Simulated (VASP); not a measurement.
Method: PBE GGA, VASP's PBE PAW potentials (set 64) (plane waves; VASP).

Input for VASP

**INCAR**
```
SYSTEM = Ni3Al
PREC = Accurate
ENCUT = 400
EDIFF = 1E-6
NELM = 100
ALGO = Normal
LREAL = .FALSE.
LASPH = .TRUE.
ISMEAR = 1
SIGMA = 0.1
GGA = PE
LMAXMIX = 4
ISPIN = 2
MAGMOM = 0.0 0.5 0.5 0.5
LORBIT = 10
LWAVE = .FALSE.
LCHARG = .FALSE.
ISIF = 2
AMIX = 0.2
BMIX = 1.0
IMIX = 1
```

KPOINTS:
```
kpoints
0
gamma
 8 8 8
0 0 0
```

File POSCAR:
```
Ni3Al
1
    3.5700000000     0.0000000000     0.0000000000
    0.0000000000     3.5700000000     0.0000000000
    0.0000000000     0.0000000000     3.5700000000
Al Ni
1 3
Direct
  0.0000000000   0.0000000000   0.0000000000
  0.0000000000   0.5000000000   0.5000000000
  0.5000000000   0.0000000000   0.5000000000
  0.5000000000   0.5000000000   0.0000000000
```

POTCAR, in this order: Al Ni (PBE.64 set). Program: vasp_std.

**Question.** Estimate the energy per atom (σ→0), cell moment, band gap (on the k-mesh).

**Answer.** 
| Property | Result |
|---|---|
| energy per atom (σ→0) | -5.474 eV/atom |
| cell moment | 0.76 μB |
| band gap (on the k-mesh) | none (metal, semimetal or under 0.01 eV) |

### OSZICAR
```
...
DAV:  25    -0.218972983751E+02    0.17696E-04   -0.11006E-06  2194   0.814E-03    0.700E-02
DAV:  26    -0.218972876234E+02    0.10752E-04   -0.77895E-07  1691   0.660E-03    0.557E-02
DAV:  27    -0.218972811954E+02    0.64280E-05   -0.52287E-07  1730   0.537E-03    0.443E-02
DAV:  28    -0.218972774378E+02    0.37576E-05   -0.35190E-07  1625   0.452E-03    0.353E-02
DAV:  29    -0.218972753124E+02    0.21254E-05   -0.23373E-07  1570   0.375E-03    0.281E-02
DAV:  30    -0.218972741700E+02    0.11425E-05   -0.16262E-07  1540   0.319E-03    0.225E-02
DAV:  31    -0.218972736099E+02    0.56012E-06   -0.10899E-07  1545   0.261E-03
   1 F= -.21897274E+02 E0= -.21896840E+02  d E =-.129992E-02  mag=     0.7591
```

The compound is Ni3Al in the L1_2 structure. The cell was not relaxed at this level. The run is one of a series of settings (AMIX = 0.2, BMIX = 1.0, IMIX = 1 against the base run), some of them coarse on purpose.
